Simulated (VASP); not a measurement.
The system is ZnIr2O4.

```xyz
14
Lattice="0.0000 4.3146 4.3146 4.3146 0.0000 4.3146 4.3146 4.3146 0.0000" Properties=species:S:1:pos:R:3 pbc="T T T"
Zn    6.4719    6.4719    6.4719
Zn    4.3146    4.3146    4.3146
Ir    3.2359    3.2359    1.0786
Ir    3.2359    1.0786    3.2359
Ir    1.0786    3.2359    3.2359
Ir    1.0786    1.0786    1.0786
O     5.4884    5.4884    3.1407
O     5.4884    3.1407    5.4884
O     3.1407    5.4884    5.4884
O     3.1407    3.1407    3.1407
O     5.2980    5.2980    7.6457
O     5.2980    7.6457    5.2980
O     7.6457    5.2980    5.2980
O     7.6457    7.6457    7.6457
```

The cell comes from a database or a generator and needn't be the stable form of this composition.

Base run:

| Property | Result |
| --- | --- |
| Program | VASP 6.6.1 |
| Functional | PBE |
| Potentials or basis | VASP PAW PBE potentials, release 64 (Zn, Ir, O) |
| Cutoff | 520 eV |
| k mesh | 6 × 6 × 6 |
| Occupations | gaussian, width 0.03 eV |
| Spin | no spin polarisation |

Its results: band gap on the k mesh 0.61 eV, indirect (least direct gap 0.69 eV); pressure 8.7 GPa; largest force 0.269 eV/Å.

**Question.** The run is repeated on the same cell with these changes: functional from PBE to LDA; potentials or basis from VASP PAW PBE potentials, release 64 (Zn, Ir, O) to VASP PAW LDA potentials, release 64 (Zn, Ir, O). What comes out?

**Answer.** Band gap on the k mesh 0.53 eV, indirect (least direct gap 0.61 eV); pressure -5.6 GPa; largest force 0.122 eV/Å.

Caveats: spin-orbit coupling is left out, which moves the levels of the heavy elements.
